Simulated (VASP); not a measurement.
These are optB86b-vdW, VASP's PBE PAW potentials (set 64) (plane waves; VASP) values and carry that method's errors.

VASP input:

File POSCAR:
```
NaF
1.0
  0.0000000000   2.3150000000   2.3150000000
  2.3150000000   0.0000000000   2.3150000000
  2.3150000000   2.3150000000   0.0000000000
Na F
1 1
Cartesian
  0.0000000000   0.0000000000   0.0000000000
  2.3150000000   2.3150000000   2.3150000000
```

File KPOINTS:
```
Automatic mesh
0
Gamma
9 9 9
0 0 0
```

### INCAR
```
SYSTEM = NaF
ISIF = 3   # ions, shape and volume
ALGO = Normal
NELM = 100
LASPH = T   # aspherical one-centre terms
IBRION = 2
LREAL = F   # projection in real space or not
EDIFFG = -0.01
PARAM1 = 0.1234
LCHARG = F
LWAVE = F
LUSE_VDW = T
PREC = Accurate
AGGAC = 0.0
PARAM2 = 1.0
NSW = 60
ENCUT = 520   # plane-wave cut-off (eV)
ISMEAR = 0   # Gaussian
SIGMA = 0.05   # width (eV)
EDIFF = 1E-6   # SCF stop (eV)
GGA = MK
```

POTCAR, in this order: Na_pv F (PBE.64 set). Program: vasp_std.

What VASP printed:

**OUTCAR**
```
 ion  position               nearest neighbor table
   1  0.000  0.000  0.000-   2 2.31   2 2.31   2 2.31   2 2.31   2 2.31   2 2.31
   2  0.500  0.500  0.500-   1 2.31   1 2.31   1 2.31   1 2.31   1 2.31   1 2.31
  LATTYP: Found a face centered cubic cell.
 ALAT       =     4.6300000000
 Subroutine PRICEL returns:
 Original cell was already a primitive cell.
 Subroutine GETGRP returns: Found 48 space group operations
The static configuration has the point symmetry O_h .
The dynamic configuration has the point symmetry O_h .
 Subroutine INISYM returns: Found 48 space group operations
 Subroutine IBZKPT returns following result:
 Found     35 irreducible k-points:

 Following reciprocal coordinates:
            Coordinates               Weight
  0.000000  0.000000  0.000000      1.000000
  0.111111  0.000000  0.000000      8.000000
  0.222222  0.000000  0.000000      8.000000
  0.333333  0.000000  0.000000      8.000000
  0.444444  0.000000  0.000000      8.000000
  0.111111  0.111111  0.000000      6.000000
  0.222222  0.111111  0.000000     24.000000
  0.333333  0.111111  0.000000     24.000000
  0.444444  0.111111  0.000000     24.000000
 -0.444444  0.111111  0.000000     24.000000
 -0.333333  0.111111  0.000000     24.000000
 -0.222222  0.111111  0.000000     24.000000
 -0.111111  0.111111  0.000000     12.000000
  0.222222  0.222222  0.000000      6.000000
  0.333333  0.222222  0.000000     24.000000
  0.444444  0.222222  0.000000     24.000000
 -0.444444  0.222222  0.000000     24.000000
 -0.333333  0.222222  0.000000     24.000000
 -0.222222  0.222222  0.000000     12.000000
  0.333333  0.333333  0.000000      6.000000
  0.444444  0.333333  0.000000     24.000000
 -0.444444  0.333333  0.000000     24.000000
 -0.333333  0.333333  0.000000     12.000000
  0.444444  0.444444  0.000000      6.000000
...
```

**OSZICAR**
```
       N       E                     dE             d eps       ncg     rms          rms(c)
DAV:   1     0.112125140460E+03    0.11213E+03   -0.82755E+03   778   0.151E+03
DAV:   2     0.658896523229E+00   -0.11147E+03   -0.10364E+03   812   0.361E+02
DAV:   3    -0.542071725140E+01   -0.60796E+01   -0.60564E+01   887   0.885E+01
DAV:   4    -0.548435700265E+01   -0.63640E-01   -0.63629E-01   842   0.934E+00
DAV:   5    -0.548501155249E+01   -0.65455E-03   -0.65454E-03   878   0.994E-01    0.532E+00
DAV:   6    -0.462551505800E+01    0.85950E+00   -0.37197E+00   937   0.190E+01    0.183E+00
DAV:   7    -0.461625019817E+01    0.92649E-02   -0.32620E-02   776   0.271E+00    0.103E+00
DAV:   8    -0.461724412727E+01   -0.99393E-03   -0.28478E-02   779   0.436E+00    0.124E-01
DAV:   9    -0.461811360736E+01   -0.86948E-03   -0.45196E-03   854   0.744E-01    0.959E-02
DAV:  10    -0.461799596188E+01    0.11765E-03   -0.68932E-04   824   0.383E-01    0.876E-03
DAV:  11    -0.461799532401E+01    0.63787E-06   -0.23652E-05   869   0.114E-01    0.468E-03
DAV:  12    -0.461799573032E+01   -0.40632E-06   -0.22341E-06   809   0.303E-02
   1 F= -.46179957E+01 E0= -.46179957E+01  d E =-.461800E+01
       N       E                     dE             d eps       ncg     rms          rms(c)
DAV:   1    -0.461900319132E+01   -0.10079E-02   -0.18052E-02   896   0.230E+00    0.239E-01
DAV:   2    -0.461815776643E+01    0.84542E-03   -0.34689E-03   920   0.652E-01    0.645E-02
DAV:   3    -0.461810515821E+01    0.52608E-04   -0.12804E-04   866   0.282E-01    0.332E-02
DAV:   4    -0.461808076844E+01    0.24390E-04   -0.19570E-05   881   0.167E-01    0.530E-03
DAV:   5    -0.461807939245E+01    0.13760E-05   -0.29103E-06   730   0.295E-02    0.134E-03
DAV:   6    -0.461807928491E+01    0.10755E-06   -0.37021E-07   400   0.128E-02
   2 F= -.46180793E+01 E0= -.46180793E+01  d E =-.835546E-04
```

**OUTCAR**
```
------------------------ aborting loop because EDIFF is reached ----------------------------------------
  FORCE on cell =-STRESS in cart. coord.  units (eV):
  Direction    XX          YY          ZZ          XY          YZ          ZX
  --------------------------------------------------------------------------------------
  Total        0.0174440      0.0174440      0.0174440      0.0000000      0.0000000      0.0000000
  in kB        1.1233594      1.1233594      1.1233594      0.0000000      0.0000000      0.0000000
  external PRESSURE =       1.1233594 kB  Pullay stress =       0.0000000 kB
  volume of cell :       24.88
      direct lattice vectors                 reciprocal lattice vectors
    -0.000000000  2.317053498  2.317053498    -0.215791306  0.215791306  0.215791306
     2.317053498  0.000000000  2.317053498     0.215791306 -0.215791306  0.215791306
     2.317053498  2.317053498 -0.000000000     0.215791306  0.215791306 -0.215791306
  FREE ENERGIE OF THE ION-ELECTRON SYSTEM (eV)
  ---------------------------------------------------
  free  energy   TOTEN  =        -4.6180792849 eV

  energy  without entropy=       -4.6180792849  energy(sigma->0) =       -4.61807928

 reached required accuracy - stopping structural energy minimisation
```
(Selected blocks of OUTCAR.)

### CONTCAR
```
NaF
   1.00000000000000
    -0.0000000000000000    2.3170534975212611    2.3170534975212611
     2.3170534975212611    0.0000000000000000    2.3170534975212611
     2.3170534975212611    2.3170534975212611   -0.0000000000000000
  Na              F
     1     1
Direct
     1.0000000000000000    1.0000000000000000    1.0000000000000000
     0.5000000000000000    0.5000000000000000    0.5000000000000000
```

The compound is NaF in the rock salt structure. This run relaxes it. Symmetry was kept, so distortions that lower it aren't found.
